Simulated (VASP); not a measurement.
```
TaN
1.0
    0.00000     2.21132     2.21132
    2.21132     0.00000     2.21132
    2.21132     2.21132     0.00000
Ta N
1 1
Direct
  0.50000   0.50000   0.50000
  0.00000   0.00000   0.00000
```

Method: PBE GGA, VASP's PBE PAW potentials (set 64) (plane waves; VASP 6.6.1). Run with 400 eV cut-off, 9×9×9 Γ-centred mesh, Gaussian smearing of 0.20 eV, potentials Ta_pv N.

At this cut-off the stress carries a Pulay error, which pulls relaxed volumes low. Unless said otherwise, spin-orbit coupling is left out, though it shifts the bands of the heavy elements here.

Problem. Predict the energy per atom (σ→0), pressure, band gap (on the k-mesh) with the smallest direct gap where there is one.

Solution. 
```json
{
 "band gap (on the k-mesh)": "none (metal, semimetal or under 0.01 eV)",
 "energy per atom (σ→0)": "-10.915 eV/atom",
 "pressure": "-3.74 GPa"
}
```

Only differences to runs with the same potentials and settings are physical.

The structure comes from a computed database's TaN entry; how it stands against other phases isn't given here. The cell was not relaxed at this level.
